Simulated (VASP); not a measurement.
Ge3B2C3:

```
Ge B C
1.0
     3.02879    0.00000    0.00000
    -1.51440    2.62301    0.00000
     0.00000    0.00000   10.82400
Ge B C
3 2 3
Direct
  0.33333 0.66667 0.71249
  0.66667 0.33333 0.28751
  0.00000 0.00000 0.50000
  0.33333 0.66667 0.06763
  0.66667 0.33333 0.93237
  0.33333 0.66667 0.21147
  0.66667 0.33333 0.78853
  0.00000 0.00000 0.00000
```

The cell was built by a generator and needn't be a form met in nature.

* Program: VASP 6.6.1
* Task: relaxation of cell and atoms
* Functional: PBE
* Potentials or basis: VASP PAW PBE potentials, release 64 (Ge_d, B, C)
* Cutoff: 520 eV
* k mesh: 12 × 12 × 4
* Occupations: gaussian, width 0.1 eV
* Spin: no spin polarisation

At the start: pressure 0.2 GPa; volume 10.75 Å³/atom.

**Question.** How do energy, volume and symmetry change on relaxing?

**Answer.** Over 19 steps the energy falls by 3.6 meV/atom and the volume is 10.85 Å³/atom (+0.9 %); space group P-3m1 (No. 164, to 0.05 Å).

Step by step:
```tsv
step	energy change (eV)	largest force (eV/Å)	pressure (GPa)	volume (Å³)
1	0.0000	0.5341	0.25	85.99
2	-0.0220	0.3342	1.32	86.20
3	-0.0242	0.2735	1.03	86.15
4	-0.0247	0.3463	-0.39	87.03
5	-0.0284	0.0519	0.25	86.60
6	-0.0284	0.0468	0.33	86.59
7	-0.0288	0.0320	-0.11	86.87
8	-0.0289	0.0225	-0.11	86.82
9	-0.0289	0.0210	-0.01	86.81
10	-0.0289	0.0138	-0.03	86.81
11	-0.0290	0.0204	0.01	86.80
12	-0.0290	0.0213	-0.01	86.81
13	-0.0290	0.0166	-0.03	86.81
14	-0.0290	0.0140	0.13	86.80
15	-0.0290	0.0133	0.02	86.80
16	-0.0290	0.0125	0.00	86.79
17	-0.0290	0.0111	0.12	86.79
18	-0.0290	0.0122	0.12	86.79
19	-0.0290	0.0075	0.02	86.80
```

Final structure:
```xyz
8
Lattice="3.0415 0.0000 0.0000 -1.5208 2.6340 0.0000 0.0000 0.0000 10.8339" Properties=species:S:1:pos:R:3 pbc="T T T"
Ge    0.0000    1.7560    7.7456
Ge    1.5208    0.8780    3.0884
Ge    0.0000    0.0000    5.4170
B     0.0000    1.7560    0.7544
B     1.5208    0.8780   10.0795
C     0.0000    1.7560    2.3022
C     1.5208    0.8780    8.5318
C    -1.5208    2.6340   10.8339
```
